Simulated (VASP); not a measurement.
Crystal: In8SbAs7.

```xyz
16
Lattice="-6.0913 0.0000 6.0913 -6.0913 -6.0913 0.0000 0.0000 -6.0913 6.0913" Properties=species:S:1:pos:R:3 pbc="T T T"
In   -3.0456   -3.0456    0.0000
In    0.0000    0.0000    0.0000
In   -3.0456   -6.0913    3.0456
In    0.0000   -3.0456    3.0456
In   -6.0913   -3.0456    3.0456
In   -3.0456    0.0000    3.0456
In   -6.0913   -6.0913    6.0913
In   -3.0456   -3.0456    6.0913
Sb   -1.5228   -1.5228    1.5228
As   -4.5685   -4.5685    1.5228
As   -1.5228   -4.5685    4.5685
As   -4.5685   -7.6141    4.5685
As   -4.5685   -1.5228    4.5685
As   -7.6141   -4.5685    4.5685
As   -4.5685   -4.5685    7.6141
As   -7.6141   -7.6141    7.6141
```

The cell was built by a generator and needn't be a form met in nature.

```yaml
Program: VASP 6.6.1
Task: relaxation of cell and atoms
Functional: PBEsol
Potentials_or_basis: VASP PAW PBE potentials, release 64 (In_d, Sb, As)
Cutoff: 600 eV
k_mesh: 6 × 6 × 6
Occupations: gaussian, width 0.03 eV
Spin: no spin polarisation
```

At the start: pressure 1.7 GPa; volume 28.25 Å³/atom.

Q: Where does the relaxation end?

A: Over 8 steps the energy falls by 17.4 meV/atom and the volume is 29.01 Å³/atom (+2.7 %); space group F-43m (No. 216, to 0.05 Å).

The path:
```tsv
step	energy change (eV)	largest force (eV/Å)	pressure (GPa)	volume (Å³)
1	0.0000	1.2179	1.74	452.02
2	-0.2314	0.3590	-0.84	472.41
3	-0.2320	0.4000	-0.73	471.27
4	-0.2749	0.0955	-0.09	465.31
5	-0.2768	0.0665	0.08	463.80
6	-0.2782	0.0359	0.01	464.39
7	-0.2785	0.0189	-0.05	464.81
8	-0.2788	0.0066	0.01	464.22
```

Final structure:
```
In Sb As
1.0
    -6.14561    0.00000    6.14561
    -6.14561   -6.14561    0.00000
     0.00000   -6.14561    6.14561
In Sb As
8 1 7
Direct
  0.99557 0.51329 0.99557
  0.99557 0.99557 0.99557
  0.99912 0.50029 0.50029
  0.99557 0.99557 0.51329
  0.50029 0.50029 0.99912
  0.51329 0.99557 0.99557
  0.50029 0.50029 0.50029
  0.50029 0.99912 0.50029
  0.12500 0.12500 0.12500
  0.12545 0.62455 0.12545
  0.12545 0.12545 0.62455
  0.12545 0.62455 0.62455
  0.62455 0.12545 0.12545
  0.62455 0.62455 0.12545
  0.62455 0.12545 0.62455
  0.62500 0.62500 0.62500
```

Caveat: the PAW data sets were made with another functional, which shifts forces and pressure a little.
